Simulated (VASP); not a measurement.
Consider the following.

```xyz
3
Lattice="0.0000 2.9971 2.9971 2.9971 0.0000 2.9971 2.9971 2.9971 0.0000" Properties=species:S:1:pos:R:3 pbc="T T T"
Pb     2.9971     0.0000     2.9971
F      1.4985     1.4985     1.4985
F      4.4956     4.4956     4.4956
```

These are PBE GGA, VASP's PBE PAW potentials (set 64) (plane waves; VASP) values and carry that method's errors. Run with 520 eV cut-off, Gaussian smearing of 0.050 eV, potentials Pb_d F.

Unless said otherwise, spin-orbit coupling is left out, though it shifts the bands of the heavy elements here.

Task: Give the energies of bands 8 to 17 at the high-symmetry points, in eV from the valence-band maximum.

Result: 
```json
[
 {"band": "8", "Γ": "-4.64", "X": "-6.22", "U": "-6.15", "L": "-5.76", "W": "-6.18"},
 {"band": "9", "Γ": "-2.26", "X": "-3.28", "U": "-3.22", "L": "-2.77", "W": "-3.44"},
 {"band": "10", "Γ": "-2.26", "X": "-3.28", "U": "-3.05", "L": "-2.44", "W": "-2.44"},
 {"band": "11", "Γ": "-2.26", "X": "-1.37", "U": "-1.86", "L": "-2.44", "W": "-2.44"},
 {"band": "12", "Γ": "-1.77", "X": "-1.37", "U": "-1.52", "L": "-1.94", "W": "-1.43"},
 {"band": "13", "Γ": "-1.77", "X": "-1.37", "U": "-1.38", "L": "-1.94", "W": "-1.32"},
 {"band": "14", "Γ": "-1.77", "X": "-0.14", "U": "-0.03", "L": "-0.01", "W": "0.00"},
 {"band": "15", "Γ": "6.74", "X": "4.42", "U": "5.29", "L": "5.03", "W": "6.00"},
 {"band": "16", "Γ": "6.74", "X": "7.78", "U": "6.62", "L": "7.56", "W": "6.00"},
 {"band": "17", "Γ": "6.74", "X": "7.78", "U": "7.76", "L": "7.56", "W": "7.43"}
]
```

The gap is indirect, 4.42 eV, from the valence maximum at W to the conduction minimum at X.

The compound is PbF2 in the fluorite structure, the β form. It was relaxed first.
